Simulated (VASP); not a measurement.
Output of a VASP run:

**OUTCAR**
```
 ion  position               nearest neighbor table
   1  0.000  0.000  0.000-
  LATTYP: Found a body centered cubic cell.
 ALAT       =     2.8700000000
 Subroutine PRICEL returns:
 Original cell was already a primitive cell.
 Subroutine GETGRP returns: Found 48 space group operations
The static configuration has the point symmetry O_h .
The dynamic configuration has the point symmetry O_h .
The overall configuration has the point symmetry O_h .
 Subroutine INISYM returns: Found 48 space group operations
 Subroutine IBZKPT returns following result:
 Found    145 irreducible k-points:

 Following reciprocal coordinates:
            Coordinates               Weight
  0.000000  0.000000  0.000000      1.000000
  0.062500  0.000000  0.000000     12.000000
  0.125000  0.000000  0.000000     12.000000
  0.187500  0.000000  0.000000     12.000000
  0.250000  0.000000  0.000000     12.000000
  0.312500  0.000000  0.000000     12.000000
  0.375000  0.000000  0.000000     12.000000
  0.437500  0.000000  0.000000     12.000000
  0.500000  0.000000  0.000000      6.000000
  0.062500  0.062500  0.000000     24.000000
  0.125000  0.062500 -0.000000     48.000000
  0.187500  0.062500  0.000000     48.000000
  0.250000  0.062500 -0.000000     48.000000
  0.312500  0.062500 -0.000000     48.000000
  0.375000  0.062500 -0.000000     48.000000
  0.437500  0.062500  0.000000     48.000000
  0.125000  0.125000  0.000000     24.000000
  0.187500  0.125000 -0.000000     48.000000
  0.250000  0.125000 -0.000000     48.000000
  0.312500  0.125000 -0.000000     48.000000
  0.375000  0.125000  0.000000     48.000000
  0.437500  0.125000  0.000000     24.000000
  0.187500  0.187500  0.000000     24.000000
  0.250000  0.187500 -0.000000     48.000000
  0.312500  0.187500  0.000000     48.000000
  0.375000  0.187500  0.000000     48.000000
  0.250000  0.250000  0.000000     24.000000
  0.312500  0.250000  0.000000     48.000000
  0.375000  0.250000 -0.000000     24.000000
  0.312500  0.312500  0.000000     24.000000
  0.062500  0.062500  0.062500      8.000000
  0.125000  0.062500  0.062500     24.000000
  0.187500  0.062500  0.062500     24.000000
  0.250000  0.062500  0.062500     24.000000
  0.312500  0.062500  0.062500     24.000000
  0.375000  0.062500  0.062500     24.000000
  0.437500  0.062500  0.062500     12.000000
 -0.062500  0.062500  0.062500      6.000000
  0.125000  0.125000  0.062500     24.000000
  0.187500  0.125000  0.062500     48.000000
   k-points           NKPTS =    145   k-points in BZ     NKDIM =    145   number of bands    NBANDS=      9
   number of dos      NEDOS =    301   number of ions     NIONS =      1
   total plane-waves  NPLWV =   5832
   dimension x,y,z NGX =    18 NGY =   18 NGZ =   18
   dimension x,y,z NGXF=    36 NGYF=   36 NGZF=   36
   ions per type =               1
   PREC   = accura    normal or accurate (medium, high low for compatibility)
   ISTART =      0    job   : 0-new  1-cont  2-samecut
   ICHARG =      2    charge: 1-file 2-atom 10-const
   ISPIN  =      2    spin polarized calculation?
   LNONCOLLINEAR =      F non collinear calculations
   LSORBIT =      F    spin-orbit coupling
   INIWAV =      1    electr: 0-lowe 1-rand  2-diag
   ENCUT  =  520.0 eV  38.22 Ry    6.18 a.u.   4.62  4.62  4.62*2*pi/ulx,y,z
   NELM   =    100;   NELMIN=  2; NELMDL= -5     # of ELM steps
   EDIFF  = 0.1E-05   stopping-criterion for ELM
   LREAL  =      F    real-space projection
   NLSPLINE    = F    spline interpolate recip. space projectors
   LMAXMIX     =    4 max onsite mixed and CHGCAR
   VOSKOWN=      0    Vosko Wilk Nusair interpolation
   EDIFFG = -.1E-01   stopping-criterion for IOM
   NSW    =     60    number of steps for IOM
   NBLOCK =      1;   KBLOCK =     60    inner block; outer block
   IBRION =      2    ionic relax: 0-MD 1-quasi-New 2-CG
...
```

**OSZICAR**
```
...
DAV:   7    -0.823902597256E+01    0.91176E-01   -0.10057E+00  5506   0.153E+01    0.330E+00
DAV:   8    -0.823706386662E+01    0.19621E-02   -0.10083E-02  6479   0.901E-01    0.151E+00
DAV:   9    -0.822932438518E+01    0.77395E-02   -0.17549E-02  6682   0.124E+00    0.572E-01
DAV:  10    -0.823001143030E+01   -0.68705E-03   -0.13252E-04  6355   0.150E-01    0.480E-01
DAV:  11    -0.823122354309E+01   -0.12121E-02   -0.45262E-03  6447   0.751E-01    0.125E-01
DAV:  12    -0.823136287382E+01   -0.13933E-03   -0.10106E-04  6068   0.130E-01    0.552E-02
DAV:  13    -0.823138308126E+01   -0.20207E-04   -0.14777E-05  6064   0.389E-02    0.190E-02
DAV:  14    -0.823138415074E+01   -0.10695E-05   -0.43219E-06  3933   0.247E-02    0.496E-03
DAV:  15    -0.823138394979E+01    0.20095E-06   -0.29622E-07  2644   0.655E-03
   1 F= -.85744211E+01 E0= -.85745354E+01  d E =-.857442E+01  mag=     2.2748
       N       E                     dE             d eps       ncg     rms          rms(c)
DAV:   1    -0.936088157581E+01   -0.11295E+01   -0.26107E+01  5448   0.873E+01    0.107E+01
DAV:   2    -0.825200481061E+01    0.11089E+01   -0.89457E+00  5493   0.488E+01    0.780E+00
DAV:   3    -0.821160303890E+01    0.40402E-01   -0.28803E-01  5570   0.882E+00    0.351E+00
DAV:   4    -0.819966337256E+01    0.11940E-01   -0.48760E-03  5477   0.883E-01    0.715E-01
DAV:   5    -0.819053427939E+01    0.91291E-02   -0.14930E-02  5904   0.104E+00    0.157E-01
DAV:   6    -0.819061290292E+01   -0.78624E-04   -0.85012E-04  5549   0.417E-01    0.726E-02
DAV:   7    -0.819059725540E+01    0.15648E-04   -0.28723E-05  5416   0.699E-02    0.340E-02
DAV:   8    -0.819059434655E+01    0.29089E-05   -0.38322E-06  5291   0.359E-02    0.423E-03
DAV:   9    -0.819059452117E+01   -0.17463E-06   -0.35285E-07  2649   0.703E-03
   2 F= -.85811108E+01 E0= -.85809198E+01  d E =-.668966E-02  mag=     2.0234
       N       E                     dE             d eps       ncg     rms          rms(c)
DAV:   1    -0.849000758203E+01   -0.29941E+00   -0.58632E+00  5421   0.442E+01    0.489E+00
DAV:   2    -0.826256785049E+01    0.22744E+00   -0.26631E+00  5475   0.240E+01    0.423E+00
DAV:   3    -0.823988517760E+01    0.22683E-01   -0.15149E-01  5602   0.630E+00    0.162E+00
DAV:   4    -0.823739266281E+01    0.24925E-02   -0.19214E-03  5604   0.741E-01    0.402E-01
DAV:   5    -0.823529769008E+01    0.20950E-02   -0.34309E-03  5449   0.660E-01    0.596E-02
DAV:   6    -0.823531344119E+01   -0.15751E-04   -0.65260E-05  5368   0.115E-01    0.328E-02
DAV:   7    -0.823531463361E+01   -0.11924E-05   -0.41077E-06  5346   0.308E-02    0.153E-02
DAV:   8    -0.823531673634E+01   -0.21027E-05   -0.25285E-06  3956   0.205E-02    0.211E-03
DAV:   9    -0.823531677376E+01   -0.37419E-07   -0.72322E-08  2615   0.329E-03
   3 F= -.86033742E+01 E0= -.86033094E+01  d E =-.289531E-01  mag=     2.1294
       N       E                     dE             d eps       ncg     rms          rms(c)
DAV:   1    -0.823490317932E+01    0.41356E-03   -0.63304E-03  5430   0.142E+00    0.163E-01
DAV:   2    -0.823465014690E+01    0.25303E-03   -0.27305E-03  5487   0.789E-01    0.135E-01
DAV:   3    -0.823463208279E+01    0.18064E-04   -0.12777E-04  5564   0.182E-01    0.531E-02
DAV:   4    -0.823462959289E+01    0.24899E-05   -0.16608E-06  4175   0.212E-02    0.106E-02
DAV:   5    -0.823462772710E+01    0.18658E-05   -0.35262E-06  4758   0.185E-02    0.182E-03
DAV:   6    -0.823462766315E+01    0.63943E-07   -0.63156E-08  2611   0.336E-03
   4 F= -.86034080E+01 E0= -.86033398E+01  d E =-.289869E-01  mag=     2.1249
```

OUTCAR:
```
------------------------ aborting loop because EDIFF is reached ----------------------------------------
 Edisp (eV)   -0.36878
  FORCE on cell =-STRESS in cart. coord.  units (eV):
  Direction    XX          YY          ZZ          XY          YZ          ZX
  --------------------------------------------------------------------------------------
  Total      -0.00512    -0.00512    -0.00512    -0.00000    -0.00000    -0.00000
  in kB      -0.74334    -0.74334    -0.74334    -0.00000    -0.00000    -0.00000
  external pressure =       -0.74 kB  Pullay stress =        0.00 kB
  volume of cell :       11.02
      direct lattice vectors                 reciprocal lattice vectors
    -1.402075093  1.402075093  1.402075093     0.000000000  0.356614280  0.356614280
     1.402075093 -1.402075093  1.402075093     0.356614280  0.000000000  0.356614280
     1.402075093  1.402075093 -1.402075093     0.356614280  0.356614280  0.000000000
 POSITION                                       TOTAL-FORCE (eV/Angst)
 -----------------------------------------------------------------------------------
     -0.00000      0.00000      0.00000        -0.000000      0.000000     -0.000000
 -----------------------------------------------------------------------------------
    total drift:                                0.000000     -0.000000      0.000000
  FREE ENERGIE OF THE ION-ELECTRON SYSTEM (eV)
  ---------------------------------------------------
  free  energy   TOTEN  =        -8.6034080278 eV

  energy  without entropy=       -8.6032032010  energy(sigma->0) =       -8.60333975

 total charge

# of ion       s       p       d       tot
------------------------------------------
    1        0.500   0.568   6.264   7.332

 magnetization (x)

# of ion       s       p       d       tot
------------------------------------------
    1       -0.013  -0.053   2.182   2.116

 reached required accuracy - stopping structural energy minimisation
```
(Selected blocks of OUTCAR.)

**POSCAR**
```
Fe
1
   -1.4350000000     1.4350000000     1.4350000000
    1.4350000000    -1.4350000000     1.4350000000
    1.4350000000     1.4350000000    -1.4350000000
Fe
1
Direct
  0.0000000000   0.0000000000   0.0000000000
```

Question: Write an INCAR and KPOINTS that could have produced this output.

Answer: Several could match; the one computed here: the input of the run itself, PBE GGA with D3 dispersion (Becke-Johnson damping), plane waves, VASP's PBE PAW potentials (set 64).

**KPOINTS**
```
kpoints
0
Gamma
 16 16 16
```

**INCAR**
```
# general
SYSTEM  = Fe
PREC    = Accurate
ENCUT   = 520
LREAL   = .False.
LASPH   = .True.

# electronic loop
EDIFF   = 1E-6
NELM    = 100
ALGO    = Normal
LMAXMIX = 4

# smearing
ISMEAR  = 1
SIGMA   = 0.1

# functional
GGA     = PE
IVDW    = 12

# spin
ISPIN   = 2
MAGMOM  = 2.5

# ions
IBRION  = 2
NSW     = 60
ISIF    = 3
EDIFFG  = -0.01

# output
LWAVE   = .False.
LCHARG  = .False.
LORBIT  = 10
```

POTCAR, in this order: Fe (PBE.64 set). Program: vasp_std.

Energy and stress use the plane-wave basis of the starting cell.

The compound is Fe in the bcc structure. This run relaxes it. Symmetry was kept, so distortions that lower it aren't found.
